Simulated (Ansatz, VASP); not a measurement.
Tc3Sn: VASP beside Ansatz

The input INCAR:

```
SYSTEM = Tc3Sn
PREC = Accurate
ENCUT = 520
EDIFF = 1E-7
ISMEAR = -1
SIGMA = 0.05
LREAL = .FALSE.
LASPH = .TRUE.
NELM = 60
ALGO = Normal
ISIF = 2
LWAVE = .FALSE.
LCHARG = .FALSE.
GGA = PE
NBANDS = 34
```

Contents of KPOINTS:

```
Automatic mesh
0
G
  7 7 7
  0 0 0
```

The input POSCAR:

```
Tc3Sn
1.0
    0.0000000000      3.2344096776      3.2344096776
    3.2344096776      0.0000000000      3.2344096776
    3.2344096776      3.2344096776      0.0000000000
Sn Tc
1 3
Direct
    0.0000000000      0.0000000000      0.0000000000
    0.5000000000      0.5000000000      0.5000000000
    0.7500000000      0.7500000000      0.7500000000
    0.2500000000      0.2500000000      0.2500000000
```

The input input.yaml:

```yaml
crystal:
  lattice:
    - [0.0, 3.2344096776, 3.2344096776]
    - [3.2344096776, 0.0, 3.2344096776]
    - [3.2344096776, 3.2344096776, 0.0]
  atoms:
    - { symbol: Sn, position: [0.0, 0.0, 0.0] }
    - { symbol: Tc, position: [0.5, 0.5, 0.5] }
    - { symbol: Tc, position: [0.75, 0.75, 0.75] }
    - { symbol: Tc, position: [0.25, 0.25, 0.25] }
hamiltonian:
  xc: pbe
  pseudopotentials: { kind: paw }
kpoints:
  mp_grid: { grid: [7, 7, 7] }
scf:
  occupations: { method: fermi_dirac, width: 0.05 }
output:
  forces: true
  stress: true
  eigenvalues: true
```

Change from the starting cell: volume scaled by 1.06.

Alike in both runs: task single point; functional PBE; k mesh 7 × 7 × 7; occupations fermi-dirac, width 0.05 eV; no spin polarisation.

|  | VASP | Ansatz |
| --- | --- | --- |
| version | VASP 6.6.1 | Ansatz 0.2.0 |
| potentials or method | VASP PAW PBE potentials, release 64 (Sn_d, Tc_pv) | Ansatz PAW earlier set |
| plane-wave cutoff (eV) | 520 | 500 |
| valence electrons in the cell | 53 | 59 |

Ansatz gave:

* gap on the k mesh at the Fermi level (eV): none
* pressure (GPa): -13.2

**Question.** Which values does VASP return?

**Answer.** gap on the k mesh at the Fermi level (eV): none; pressure (GPa): -13.5.

A gap of «none» marks a metal or a gap that the smearing closes. The two sets of potentials don't hold the same shells in valence.
